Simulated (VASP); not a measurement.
Crystal: Nb3B5.

```
Nb B
1.0
     3.49251    0.00000    0.00000
     0.00000    3.49251    0.00000
     0.00000    0.00000    7.46493
Nb B
3 5
Direct
  0.00000 0.00000 0.50000
  0.50000 0.50000 0.00000
  0.50000 0.50000 0.50000
  0.00000 0.50000 0.25049
  0.00000 0.50000 0.74951
  0.50000 0.00000 0.25049
  0.50000 0.00000 0.74951
  0.00000 0.00000 0.00000
```

The cell was built by a generator and needn't be a form met in nature.

```yaml
Program: VASP 6.6.1
Task: relaxation of cell and atoms
Functional: PBE
Potentials_or_basis: VASP PAW PBE potentials, release 64 (Nb_sv, B)
Cutoff: 520 eV
k_mesh: 5 × 5 × 3
Occupations: gaussian, width 0.15 eV
Spin: no spin polarisation
```

At the start: pressure -8.1 GPa; volume 11.38 Å³/atom.

How do energy, volume and symmetry change on relaxing?

Over 10 steps the energy falls by 96.0 meV/atom and the volume is 10.78 Å³/atom (-5.3 %); space group P4/mmm (No. 123, to 0.05 Å).

The path:
```
step  energy change (eV)  largest force (eV/Å)  pressure (GPa)  volume (Å³)
   1              0.0000                0.1228           -8.08        91.05
   2             -0.5929                0.4484            9.64        83.47
   3             -0.6042                0.3595            7.40        84.31
   4             -0.7489                0.2070           -2.20        87.62
   5             -0.7568                0.2345           -0.49        86.92
   6             -0.7569                0.2345           -0.58        86.98
   7             -0.7548                0.2218           -1.44        87.30
   8             -0.7568                0.2299           -0.73        87.03
   9             -0.7655                0.1208           -0.38        86.67
  10             -0.7678                0.0020            0.42        86.26
```

Final structure:
```yaml
crystal:
  lattice:
    - [3.59297, 0.00000, 0.00000]
    - [0.00000, 3.59297, 0.00000]
    - [0.00000, 0.00000, 6.68229]
  atoms:
    - { symbol: Nb, position: [0.00000, 0.00000, 0.50000] }
    - { symbol: Nb, position: [0.50000, 0.50000, 0.00000] }
    - { symbol: Nb, position: [0.50000, 0.50000, 0.50000] }
    - { symbol: B, position: [0.00000, 0.50000, 0.24585] }
    - { symbol: B, position: [0.00000, 0.50000, 0.75415] }
    - { symbol: B, position: [0.50000, 0.00000, 0.24585] }
    - { symbol: B, position: [0.50000, 0.00000, 0.75415] }
    - { symbol: B, position: [0.00000, 0.00000, 0.00000] }
```
